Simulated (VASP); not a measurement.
```xyz
5
Lattice="5.9123 0.0000 0.0000 0.0000 5.9123 0.0000 0.0000 0.0000 5.9123" Properties=species:S:1:pos:R:3 pbc="T T T"
Cs     0.0000     0.0000     0.0000
Pb     2.9562     2.9562     2.9562
Br     2.9562     2.9562     0.0000
Br     0.0000     2.9562     2.9562
Br     2.9562     0.0000     2.9562
```

Method: HSE06 screened hybrid, VASP's PBE PAW potentials (set 64) (plane waves; VASP). Run with 300 eV cut-off, 3×3×3 Γ-centred mesh, Gaussian smearing of 0.010 eV, potentials Cs_sv Pb_d Br.

Q: Estimate the energy per atom (σ→0).

A: 
| Property | Value |
|---|---|
| energy per atom (σ→0) | -3.807 eV/atom |

Total energies compare only between runs with the same potentials, cut-off and functional.

The structure comes from a computed database's CsPbBr3 entry; how it stands against other phases isn't given here. The cell was not relaxed at this level.
